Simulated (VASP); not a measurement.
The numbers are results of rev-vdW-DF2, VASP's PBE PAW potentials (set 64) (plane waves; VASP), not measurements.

VASP ran on this input.

POSCAR:
```
KZnF3
1.0
  4.0413271420   0.0000000000   0.0000000000
  0.0000000000   4.0413271420   0.0000000000
  0.0000000000   0.0000000000   4.0413271420
K Zn F
1 1 3
Cart
  0.0000000000   0.0000000000   0.0000000000
  2.0206635710   2.0206635710   2.0206635710
  2.0206635710   0.0000000000   2.0206635710
  0.0000000000   2.0206635710   2.0206635710
  2.0206635710   2.0206635710   0.0000000000
```

**KPOINTS**
```
Automatic mesh
0
Gamma
 6 6 6
```

INCAR:
```
AGGAC  =  0.0
ALGO  =  Normal
EDIFF  =  1E-7
ENCUT  =  520
GGA  =  MK
ISIF  =  2
ISMEAR  =  0
LASPH  =  T
LCHARG  =  F
LMAXMIX  =  4
LREAL  =  F
LUSE_VDW  =  T
LWAVE  =  F
NELM  =  100
PARAM1  =  0.1234568
PARAM2  =  0.7114
PREC  =  Accurate
SIGMA  =  0.05
SYSTEM  =  KZnF3
ZAB_VDW  =  -1.8867
```

POTCAR, in this order: K_sv Zn F (PBE.64 set). Program: vasp_std.

Output

OUTCAR:
```
 ion  position               nearest neighbor table
   1  0.000  0.000  0.000-   3 2.86   4 2.86   5 2.86   3 2.86   4 2.86   4 2.86   5 2.86   4 2.86
                             3 2.86   5 2.86   3 2.86   5 2.86
   2  0.500  0.500  0.500-   3 2.02   4 2.02   5 2.02   5 2.02   3 2.02   4 2.02
   3  0.500  0.000  0.500-   2 2.02   2 2.02   1 2.86   1 2.86   1 2.86   1 2.86
   4  0.000  0.500  0.500-   2 2.02   2 2.02   1 2.86   1 2.86   1 2.86   1 2.86
   5  0.500  0.500  0.000-   2 2.02   2 2.02   1 2.86   1 2.86   1 2.86   1 2.86
  LATTYP: Found a simple cubic cell.
 ALAT       =     4.0413271420
 Subroutine PRICEL returns:
 Original cell was already a primitive cell.
 Subroutine GETGRP returns: Found 48 space group operations
The static configuration has the point symmetry O_h .
The dynamic configuration has the point symmetry O_h .
 Subroutine INISYM returns: Found 48 space group operations
 Subroutine IBZKPT returns following result:
 Found     20 irreducible k-points:

 Following reciprocal coordinates:
            Coordinates               Weight
  0.000000  0.000000  0.000000      1.000000
  0.166667  0.000000  0.000000      6.000000
  0.333333  0.000000  0.000000      6.000000
  0.500000  0.000000  0.000000      3.000000
  0.166667  0.166667  0.000000     12.000000
...
```

OSZICAR:
```
       N       E                     dE             d eps       ncg     rms          rms(c)
DAV:   1     0.464192339393E+03    0.46419E+03   -0.22737E+04  1000   0.201E+03
DAV:   2     0.223075106118E+02   -0.44188E+03   -0.42979E+03  1186   0.494E+02
DAV:   3    -0.124030631370E+02   -0.34711E+02   -0.34570E+02  1203   0.153E+02
DAV:   4    -0.132067727844E+02   -0.80371E+00   -0.80292E+00  1663   0.213E+01
DAV:   5    -0.132118310965E+02   -0.50583E-02   -0.50558E-02  1280   0.149E+00    0.120E+01
DAV:   6    -0.109742563685E+02    0.22376E+01   -0.82818E+00  1481   0.402E+01    0.753E+00
DAV:   7    -0.110324219514E+02   -0.58166E-01   -0.14597E+00  1037   0.845E+00    0.482E+00
DAV:   8    -0.110429395721E+02   -0.10518E-01   -0.58947E-01  1350   0.162E+01    0.165E+00
DAV:   9    -0.110087562597E+02    0.34183E-01   -0.90513E-02  1598   0.872E+00    0.723E-01
DAV:  10    -0.110029994260E+02    0.57568E-02   -0.97575E-02  1441   0.798E+00    0.288E-01
DAV:  11    -0.110027613806E+02    0.23805E-03   -0.14482E-02  1362   0.146E+00    0.104E-01
DAV:  12    -0.110028605361E+02   -0.99155E-04   -0.51997E-04  1098   0.219E-01    0.107E-01
DAV:  13    -0.110028163920E+02    0.44144E-04   -0.58052E-04  1179   0.905E-01    0.834E-02
DAV:  14    -0.110027408165E+02    0.75576E-04   -0.39676E-04  1238   0.175E-01    0.275E-02
DAV:  15    -0.110027349592E+02    0.58573E-05   -0.48218E-05  1256   0.135E-01    0.956E-03
DAV:  16    -0.110027343949E+02    0.56426E-06   -0.51378E-06  1543   0.298E-02    0.454E-03
DAV:  17    -0.110027342312E+02    0.16371E-06   -0.21815E-06  1120   0.592E-02    0.322E-03
DAV:  18    -0.110027340514E+02    0.17980E-06   -0.12320E-06  1475   0.187E-02    0.594E-04
DAV:  19    -0.110027340612E+02   -0.97752E-08   -0.92762E-08   571   0.324E-03
   1 F= -.11002734E+02 E0= -.11002734E+02  d E =-.299944E-20
```

**OUTCAR**
```
------------------------ aborting loop because EDIFF is reached ----------------------------------------
  FORCE on cell =-STRESS in cart. coord.  units (eV):
  Direction    XX          YY          ZZ          XY          YZ          ZX
  --------------------------------------------------------------------------------------
  Total        1.0802903      1.0802903      1.0802903     -0.0000000      0.0000000     -0.0000000
  in kB       26.2227984     26.2227984     26.2227984     -0.0000000      0.0000000     -0.0000000
  external PRESSURE =      26.2227984 kB  Pullay stress =       0.0000000 kB
  volume of cell :       66.00
      direct lattice vectors                 reciprocal lattice vectors
     4.041327142  0.000000000  0.000000000     0.247443467  0.000000000  0.000000000
     0.000000000  4.041327142  0.000000000     0.000000000  0.247443467  0.000000000
     0.000000000  0.000000000  4.041327142     0.000000000  0.000000000  0.247443467
 POSITION                                       TOTAL-FORCE (eV/Angst)
 -----------------------------------------------------------------------------------
      0.00000      0.00000      0.00000         0.000000      0.000000      0.000000
      2.02066      2.02066      2.02066         0.000000      0.000000      0.000000
      2.02066      0.00000      2.02066         0.000000      0.000000      0.000000
      0.00000      2.02066      2.02066         0.000000      0.000000      0.000000
      2.02066      2.02066      0.00000         0.000000      0.000000      0.000000
 -----------------------------------------------------------------------------------
    total drift:                                0.000000      0.000000     -0.000000
  FREE ENERGIE OF THE ION-ELECTRON SYSTEM (eV)
  ---------------------------------------------------
  free  energy   TOTEN  =       -11.0027340612 eV

  energy  without entropy=      -11.0027340612  energy(sigma->0) =      -11.00273406
```
(Selected blocks of OUTCAR.)

The compound is KZnF3 in the cubic perovskite structure. This cell is one point of a volume scan, at 0.97 of the reference volume.
